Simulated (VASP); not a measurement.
Method: revPBE GGA, VASP's PBE PAW potentials (set 64) (plane waves; VASP 6.6.1).

Input for VASP

File KPOINTS:
```
Automatic mesh
0
Gamma
10 10 10
0 0 0
```

### POSCAR
```
InSb
1
    0.0000000000     3.3135081865     3.3135081865
    3.3135081865     0.0000000000     3.3135081865
    3.3135081865     3.3135081865     0.0000000000
In Sb
1 1
Direct
  0.0000000000   0.0000000000   0.0000000000
  0.2500000000   0.2500000000   0.2500000000
```

**INCAR**
```
SYSTEM=InSb
PREC=Accurate; ENCUT=520; LREAL=.False.
LASPH=.True.
EDIFF=1E-7; NELM=100; ALGO=Normal
LMAXMIX=4
ISMEAR=1; SIGMA=0.1
GGA=RE
ISIF=2
LWAVE=.False.; LCHARG=.False.
```

POTCAR, in this order: In_d Sb (PBE.64 set). Program: vasp_std.

Output of the run:

**OSZICAR**
```
       N       E                     dE             d eps       ncg     rms          rms(c)
DAV:   1     0.111386546220E+03    0.11139E+03   -0.79235E+03  1222   0.134E+03
DAV:   2     0.127180015076E+01   -0.11011E+03   -0.10758E+03  1297   0.307E+02
DAV:   3    -0.624152820997E+01   -0.75133E+01   -0.74776E+01  1597   0.878E+01
DAV:   4    -0.644615134519E+01   -0.20462E+00   -0.20454E+00  1491   0.172E+01
DAV:   5    -0.645544339130E+01   -0.92920E-02   -0.92918E-02  1788   0.294E+00    0.374E+00
DAV:   6    -0.638110970722E+01    0.74334E-01   -0.16543E-01  1645   0.651E+00    0.222E+00
DAV:   7    -0.637886252719E+01    0.22472E-02   -0.69801E-02  1577   0.264E+00    0.641E-01
DAV:   8    -0.638235130616E+01   -0.34888E-02   -0.88609E-03  1360   0.117E+00    0.201E-01
DAV:   9    -0.638344520032E+01   -0.10939E-02   -0.13362E-03  1457   0.308E-01    0.715E-02
DAV:  10    -0.638371207842E+01   -0.26688E-03   -0.23754E-04  1397   0.117E-01    0.251E-02
DAV:  11    -0.638383172320E+01   -0.11964E-03   -0.26871E-04  1332   0.109E-01    0.162E-02
DAV:  12    -0.638383271932E+01   -0.99611E-06   -0.25070E-06  1507   0.121E-02    0.849E-03
DAV:  13    -0.638383635099E+01   -0.36317E-05   -0.99220E-06  1277   0.229E-02    0.400E-03
DAV:  14    -0.638383636887E+01   -0.17882E-07   -0.14891E-07  1305   0.353E-03
   1 F= -.63838364E+01 E0= -.63839215E+01  d E =0.255530E-03
```

### OUTCAR
```
------------------------ aborting loop because EDIFF is reached ----------------------------------------
  FORCE on cell =-STRESS in cart. coord.  units (eV):
  Direction    XX          YY          ZZ          XY          YZ          ZX
  --------------------------------------------------------------------------------------
  Total        0.4863596      0.4863596      0.4863596      0.0000000      0.0000000      0.0000000
  in kB       10.7096167     10.7096167     10.7096167      0.0000000      0.0000000      0.0000000
  external PRESSURE =      10.7096167 kB  Pullay stress =       0.0000000 kB
  volume of cell :       72.76
      direct lattice vectors                 reciprocal lattice vectors
     0.000000000  3.313508187  3.313508187    -0.150897469  0.150897469  0.150897469
     3.313508187  0.000000000  3.313508187     0.150897469 -0.150897469  0.150897469
     3.313508187  3.313508187  0.000000000     0.150897469  0.150897469 -0.150897469
  FREE ENERGIE OF THE ION-ELECTRON SYSTEM (eV)
  ---------------------------------------------------
  free  energy   TOTEN  =        -6.3838363689 eV

  energy  without entropy=       -6.3840918986  energy(sigma->0) =       -6.38392155
```
(Selected blocks of OUTCAR.)

The compound is InSb in the zinc blende structure. This cell is one point of a volume scan, at 0.97 of the reference volume.
